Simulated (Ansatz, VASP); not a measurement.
Given: the input of a run of Ansatz 0.2.0 on Mo3Ru3C2. The cell comes from a database or a generator and needn't be the stable form of this composition.

Contents of input.yaml:

```yaml
crystal:
  lattice:
    - [2.9092692288, 0.0, 0.0]
    - [-1.4546346144, 2.5195010586, 0.0]
    - [0.0, 0.0, 13.883319066]
  atoms:
    - { symbol: Ru, position: [0.3333333333, 0.6666666667, 0.3459835] }
    - { symbol: Ru, position: [0.0, 0.0, 0.5] }
    - { symbol: Ru, position: [0.6666666667, 0.3333333333, 0.6540165] }
    - { symbol: Mo, position: [0.3333333333, 0.6666666667, 0.8121105] }
    - { symbol: Mo, position: [0.0, 0.0, 0.0] }
    - { symbol: Mo, position: [0.6666666667, 0.3333333333, 0.1878895] }
    - { symbol: C, position: [0.6666666667, 0.3333333333, 0.9011725] }
    - { symbol: C, position: [0.3333333333, 0.6666666667, 0.0988275] }
hamiltonian:
  xc: pbe
  pseudopotentials: { kind: paw }
kpoints:
  mp_grid: { grid: [10, 10, 2] }
scf:
  occupations: { method: fermi_dirac, width: 0.05 }
output:
  forces: true
  stress: true
  eigenvalues: true
```

Potentials or basis: Ansatz PAW.

Run with:

```bash
$ ansatz run input.yaml --threads 4 --pin off --max-ram 10240MiB --backend cpu --events-out ev --progress --plain --runs-dir out
```

**Question.** Translate it to VASP 6.6.1. Potentials or basis there: PBE PAW files C, Mo_sv, Ru_pv, 520 eV.

**Answer.** As run (cutoffs and basis follow the program's own potentials, and thresholds, step limits or extra output files can differ):

Contents of INCAR:

```
  ALGO = Normal
  EDIFF = 1E-7
  ENCUT = 520
  GGA = PE
  ISIF = 2
  ISMEAR = -1
  LASPH = True
  LCHARG = False
  LREAL = False
  LWAVE = False
  NBANDS = 56
  NELM = 60
  PREC = Accurate
  SIGMA = 0.05
```

Contents of KPOINTS:

```
k-points
0
Gamma
  10 10 2
```

File POSCAR:

```
Mo3Ru3C2
1.0
    2.9092692288      0.0000000000      0.0000000000
   -1.4546346144      2.5195010586      0.0000000000
    0.0000000000      0.0000000000     13.8833190660
Ru Mo C
3 3 2
Direct
    0.3333333333      0.6666666667      0.3459835000
    0.0000000000      0.0000000000      0.5000000000
    0.6666666667      0.3333333333      0.6540165000
    0.3333333333      0.6666666667      0.8121105000
    0.0000000000      0.0000000000      0.0000000000
    0.6666666667      0.3333333333      0.1878895000
    0.6666666667      0.3333333333      0.9011725000
    0.3333333333      0.6666666667      0.0988275000
```

Potentials or basis: VASP PAW PBE potentials, release 64 (Ru_pv, Mo_sv, C).

The run is started by

```sh
$ cat potpaw_PBE.64/Ru_pv/POTCAR potpaw_PBE.64/Mo_sv/POTCAR potpaw_PBE.64/C/POTCAR > POTCAR
$ mpirun -np 1 vasp_std > vasp.out
```

Both were run:

|  | Ansatz | VASP |
| --- | --- | --- |
| Pressure | -2.7 GPa | -2.4 GPa |

Ansatz's pressure holds a Pulay term of +0.15 GPa for its cutoff of 420 eV, which the other run lacks.

The potentials hold 98 and 92 valence electrons a cell.

Where Ansatz's input types no cutoff or centring, it takes its own default and a Γ-centred mesh.

Pressure is positive in compression.
